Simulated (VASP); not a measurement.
Calculation: PBE GGA with spin-orbit coupling, VASP's PBE PAW potentials (set 64) (plane waves; VASP).

VASP input:

**POSCAR**
```
MoTe2
1
    1.7582400000    -3.0453610000     0.0000000000
    1.7582400000     3.0453610000     0.0000000000
    0.0000000000     0.0000000000    13.9460400000
Te Mo
4 2
Direct
  0.3333330000   0.6666670000   0.8790000000
  0.6666670000   0.3333330000   0.3790000000
  0.6666670000   0.3333330000   0.1210000000
  0.3333330000   0.6666670000   0.6210000000
  0.3333330000   0.6666670000   0.2500000000
  0.6666670000   0.3333330000   0.7500000000
```

File KPOINTS:
```
Automatic
0
Gamma
 6 6 2
0 0 0
```

**INCAR**
```
# general
SYSTEM         =  MoTe2
PREC           =  Accurate
ENCUT          =  300   # plane-wave cut-off (eV)
LREAL          =  .FALSE.   # projection in real space or not
LASPH          =  .TRUE.   # aspherical one-centre terms

# electronic loop
EDIFF          =  1E-6   # SCF stop (eV)
NELM           =  100   # most electronic steps
ALGO           =  Normal   # blocked Davidson
LMAXMIX        =  4   # l cut-off of mixed one-centre charges

# smearing
ISMEAR         =  -1   # Fermi-Dirac
SIGMA          =  0.05   # width (eV)

# functional
GGA            =  PE   # PBE
GGA_COMPAT     =  .FALSE.

# spin
MAGMOM         =  18*0.0
LSORBIT        =  .TRUE.
LNONCOLLINEAR  =  .TRUE.

# ions
ISIF           =  2

# output
LWAVE          =  .FALSE.
LCHARG         =  .FALSE.
LORBIT         =  11
```

POTCAR, in this order: Te Mo_sv (PBE.64 set). Program: vasp_ncl.

The run wrote:

File OUTCAR:
```
 ion  position               nearest neighbor table
   1  0.333  0.667  0.879-   6 2.71   6 2.71   6 2.71   4 3.60
   2  0.667  0.333  0.379-   5 2.71   5 2.71   5 2.71   3 3.60
   3  0.667  0.333  0.121-   5 2.71   5 2.71   5 2.71   2 3.60
   4  0.333  0.667  0.621-   6 2.71   6 2.71   6 2.71   1 3.60
   5  0.333  0.667  0.250-   2 2.71   3 2.71   2 2.71   3 2.71   2 2.71   3 2.71
   6  0.667  0.333  0.750-   1 2.71   4 2.71   1 2.71   4 2.71   1 2.71   4 2.71
  LATTYP: Found a hexagonal cell.
 ALAT       =     3.5164799897
 C/A-ratio  =     3.9659091025
 Subroutine PRICEL returns:
 Original cell was already a primitive cell.
 Subroutine GETGRP returns: Found 24 space group operations
The static configuration has the point symmetry D_3d.
 The point group associated with its full space group is D_6h.
The dynamic configuration has the point symmetry D_3d.
The overall configuration has the point symmetry D_3d.
 Subroutine INISYM returns: Found 24 space group operations
 Subroutine IBZKPT returns following result:
 Found     14 irreducible k-points:

 Following reciprocal coordinates:
            Coordinates               Weight
  0.000000  0.000000  0.000000      1.000000
  0.166667  0.000000  0.000000      6.000000
  0.333333  0.000000  0.000000      6.000000
  0.500000 -0.000000  0.000000      3.000000
  0.166667  0.166667  0.000000      6.000000
  0.333333  0.166667  0.000000     12.000000
  0.333333  0.333333  0.000000      2.000000
  0.000000  0.000000  0.500000      1.000000
  0.166667  0.000000  0.500000      6.000000
  0.333333  0.000000  0.500000      6.000000
  0.500000 -0.000000  0.500000      3.000000
  0.166667  0.166667  0.500000      6.000000
  0.333333  0.166667  0.500000     12.000000
  0.333333  0.333333  0.500000      2.000000
   k-points           NKPTS =     14   k-points in BZ     NKDIM =     14   number of bands    NBANDS=     62
   number of dos      NEDOS =    301   number of ions     NIONS =      6
   total plane-waves  NPLWV =  32000
   dimension x,y,z NGX =    20 NGY =   20 NGZ =   80
   dimension x,y,z NGXF=    40 NGYF=   40 NGZF=  160
   ions per type =               4   2
   PREC   = accura    normal or accurate (medium, high low for compatibility)
   ISTART =      0    job   : 0-new  1-cont  2-samecut
   ICHARG =      2    charge: 1-file 2-atom 10-const
   ISPIN  =      1    spin polarized calculation?
   LNONCOLLINEAR =      T non collinear calculations
   LSORBIT =      T    spin-orbit coupling
   INIWAV =      1    electr: 0-lowe 1-rand  2-diag
   ENCUT  =  300.0 eV  22.05 Ry    4.70 a.u.   4.97  4.97 19.70*2*pi/ulx,y,z
   NELM   =    100;   NELMIN=  2; NELMDL= -5     # of ELM steps
   EDIFF  = 0.1E-05   stopping-criterion for ELM
   LREAL  =      F    real-space projection
   NLSPLINE    = F    spline interpolate recip. space projectors
   LMAXMIX     =    4 max onsite mixed and CHGCAR
   VOSKOWN=      0    Vosko Wilk Nusair interpolation
   EDIFFG = 0.1E-04   stopping-criterion for IOM
   NSW    =      0    number of steps for IOM
   NBLOCK =      1;   KBLOCK =      1    inner block; outer block
   IBRION =     -1    ionic relax: 0-MD 1-quasi-New 2-CG
   NFREE  =      0    steps in history (QN), initial steepest desc. (CG)
   ISIF   =      2    stress and relaxation
   ISYM   =      2    0-nonsym 1-usesym 2-fastsym
   TEIN   =    0.0    initial temperature
   TEBEG  =    0.0;   TEEND  =   0.0 temperature during run
   SMASS  =  -3.00    Nose mass-parameter (am)
   PSTRESS=    0.0 pullay stress
   NELECT =      52.0000    total number of electrons
   EFERMI =   0.00;   METHOD = LEGACY
   ISMEAR =    -1;   SIGMA  =   0.05  broadening in eV -4-tet -1-fermi 0-gaus
   IALGO  =     38    algorithm
   LDIAG  =      T    sub-space diagonalisation (order eigenvalues)
   IMIX   =      4    mixing-type and parameters
     AMIX     =   0.40;   BMIX     =  1.00
...
```

**OSZICAR**
```
       N       E                     dE             d eps       ncg     rms          rms(c)
DAV:   1     0.301238836961E+03    0.30124E+03   -0.21006E+04  2208   0.978E+02
DAV:   2    -0.160514083462E+02   -0.31729E+03   -0.30907E+03  2228   0.279E+02
DAV:   3    -0.370178935464E+02   -0.20966E+02   -0.20498E+02  2078   0.607E+01
DAV:   4    -0.377972897674E+02   -0.77940E+00   -0.77409E+00  2274   0.107E+01
DAV:   5    -0.378200917360E+02   -0.22802E-01   -0.22759E-01  2282   0.192E+00    0.224E+01
DAV:   6    -0.370502456093E+02    0.76985E+00   -0.81546E+00  2090   0.145E+01    0.981E+00
DAV:   7    -0.368912131916E+02    0.15903E+00   -0.63228E+00  2010   0.110E+01    0.653E+00
DAV:   8    -0.365778397128E+02    0.31337E+00   -0.13360E+00  2136   0.546E+00    0.398E+00
DAV:   9    -0.365764555869E+02    0.13841E-02   -0.13831E-01  2148   0.165E+00    0.115E+00
DAV:  10    -0.365757071012E+02    0.74849E-03   -0.39112E-03  2150   0.344E-01    0.725E-01
DAV:  11    -0.365755067056E+02    0.20040E-03   -0.16712E-03  2166   0.251E-01    0.355E-01
DAV:  12    -0.365755033072E+02    0.33985E-05   -0.12072E-03  2256   0.168E-01    0.132E-01
DAV:  13    -0.365754583883E+02    0.44919E-04   -0.13408E-04  2160   0.630E-02    0.126E-01
DAV:  14    -0.365754534092E+02    0.49791E-05   -0.90638E-05  2062   0.371E-02    0.159E-02
DAV:  15    -0.365754473312E+02    0.60780E-05   -0.17761E-05  2136   0.207E-02    0.109E-02
DAV:  16    -0.365754475680E+02   -0.23675E-06   -0.20648E-06  1710   0.561E-03
   1 F= -.36575448E+02 E0= -.36575431E+02  d E =-.330045E-04  mag=    -0.0000     0.0000    -0.0000
```

### OUTCAR
```
------------------------ aborting loop because EDIFF is reached ----------------------------------------
  FORCE on cell =-STRESS in cart. coord.  units (eV):
  Direction    XX          YY          ZZ          XY          YZ          ZX
  --------------------------------------------------------------------------------------
  Total        2.7704181      2.7704181      3.6826739      0.0000000     -0.0000000      0.0000000
  in kB       29.7206334     29.7206332     39.5071774      0.0000000     -0.0000000      0.0000000
  external PRESSURE =      32.9828147 kB  Pullay stress =       0.0000000 kB
  volume of cell :      149.35
      direct lattice vectors                 reciprocal lattice vectors
     1.758240000 -3.045361000  0.000000000     0.284375284 -0.164184148  0.000000000
     1.758240000  3.045361000  0.000000000     0.284375284  0.164184148  0.000000000
     0.000000000  0.000000000 13.946040000     0.000000000  0.000000000  0.071704943
 POSITION                                       TOTAL-FORCE (eV/Angst)
 -----------------------------------------------------------------------------------
      1.75824      1.01512     12.25857         0.000000      0.000000      0.275384
      1.75824     -1.01512      5.28555         0.000000     -0.000000      0.275384
      1.75824     -1.01512      1.68747         0.000000     -0.000000     -0.275384
      1.75824      1.01512      8.66049         0.000000      0.000000     -0.275384
      1.75824      1.01512      3.48651        -0.000000      0.000000     -0.000000
      1.75824     -1.01512     10.45953        -0.000000     -0.000000     -0.000000
 -----------------------------------------------------------------------------------
    total drift:                                0.000000     -0.000000     -0.000000
  FREE ENERGIE OF THE ION-ELECTRON SYSTEM (eV)
  ---------------------------------------------------
  free  energy   TOTEN  =       -36.5754475680 eV

  energy  without entropy=      -36.5754145635  energy(sigma->0) =      -36.57543107

 total charge

# of ion       s       p       d       tot
------------------------------------------
    1        1.386   1.981   0.065   3.433
    2        1.386   1.981   0.065   3.433
    3        1.386   1.981   0.065   3.433
    4        1.386   1.981   0.065   3.433
    5        2.256   6.148   3.988  12.392
    6        2.256   6.148   3.988  12.392
--------------------------------------------------
tot         10.057  20.221   8.237  38.515

 magnetization (x)

# of ion       s       p       d       tot
------------------------------------------
    1        0.000  -0.000  -0.000  -0.000
    2        0.000   0.000   0.000   0.000
    3        0.000  -0.000  -0.000  -0.000
    4        0.000   0.000   0.000   0.000
    5        0.000   0.000  -0.000  -0.000
    6        0.000   0.000   0.000   0.000
--------------------------------------------------
tot          0.000   0.000   0.000   0.000

 magnetization (y)

# of ion       s       p       d       tot
------------------------------------------
    1       -0.000   0.000  -0.000  -0.000
    2        0.000   0.000  -0.000  -0.000
    3        0.000   0.000  -0.000  -0.000
    4        0.000   0.000  -0.000  -0.000
    5       -0.000  -0.000   0.000  -0.000
    6        0.000  -0.000   0.000  -0.000
--------------------------------------------------
tot         -0.000  -0.000  -0.000  -0.000

 magnetization (z)

# of ion       s       p       d       tot
------------------------------------------
    1       -0.000   0.000   0.000  -0.000
    2       -0.000   0.000   0.000  -0.000
    3        0.000   0.000   0.000   0.000
    4        0.000   0.000   0.000   0.000
    5        0.000   0.000   0.000   0.000
    6        0.000   0.000   0.000   0.000
--------------------------------------------------
tot         -0.000   0.000   0.000  -0.000

 Ion:    1  E_soc:     -0.2006775

 Ion:    2  E_soc:     -0.2006775

 Ion:    3  E_soc:     -0.2006775

 Ion:    4  E_soc:     -0.2006775

 Ion:    5  E_soc:     -0.2046598

 Ion:    6  E_soc:     -0.2046598
```
(Selected blocks of OUTCAR.)

At this cut-off the stress carries a Pulay error, which pulls relaxed volumes low.

The structure is a typed MoTe2 crystal. The cell was not relaxed at this level. The run is one of a series of settings (GGA_COMPAT = .FALSE., LNONCOLLINEAR = .TRUE., LSORBIT = .TRUE., MAGMOM = 0.0 0.0 0.0 0.0 0.0 0.0 0.0 0.0 0.0 0.0 0.0 0.0 0.0 0.0 0.0 0.0 0.0 0.0, program vasp_ncl against the base run), some of them coarse on purpose.
